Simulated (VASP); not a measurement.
A run of VASP 6.6.1:

The input INCAR:

```
SYSTEM = ReF3
PREC = Accurate
ENCUT = 520
EDIFF = 1E-6
ISMEAR = 0
SIGMA = 0.05
LREAL = .FALSE.
LASPH = .TRUE.
NELM = 150
ALGO = Fast
ISIF = 2
LWAVE = .FALSE.
LCHARG = .FALSE.
ISPIN = 2
MAGMOM = 1.07 0 0 0
LORBIT = 11
LMAXMIX = 4
GGA = PS
NBANDS = 26
```

The input KPOINTS:

```
Automatic mesh
0
G
  8 8 8
  0 0 0
```

POSCAR

```
ReF3
1.0
    4.0209725215      0.0000000000      0.0000000000
    0.0000000000      4.0209725215      0.0000000000
    0.0000000000      0.0000000000      4.0209725215
Re F
1 3
Direct
    0.0000000000      0.0000000000      0.0000000000
    0.5000000000      0.0000000000      0.0000000000
    0.0000000000      0.0000000000      0.5000000000
    0.0000000000      0.5000000000      0.0000000000
```

Potentials or basis: VASP PAW PBE potentials, release 64 (Re, F).

Launch:

```sh
$ cat potpaw_PBE.64/Re/POTCAR potpaw_PBE.64/F/POTCAR > POTCAR
$ mpirun -np 1 vasp_std > vasp.out
```

Hardware: 1 thread of Intel(R) Xeon(R) Platinum 8488C (Sapphire Rapids), on a shared host.

Question: Estimate the wall time of this run.

Answer: Wall time 8.7 min on 1 thread of Intel(R) Xeon(R) Platinum 8488C (Sapphire Rapids) (shared host), peak memory 0.24 GiB. Counts: scf iterations 84, k points 35.
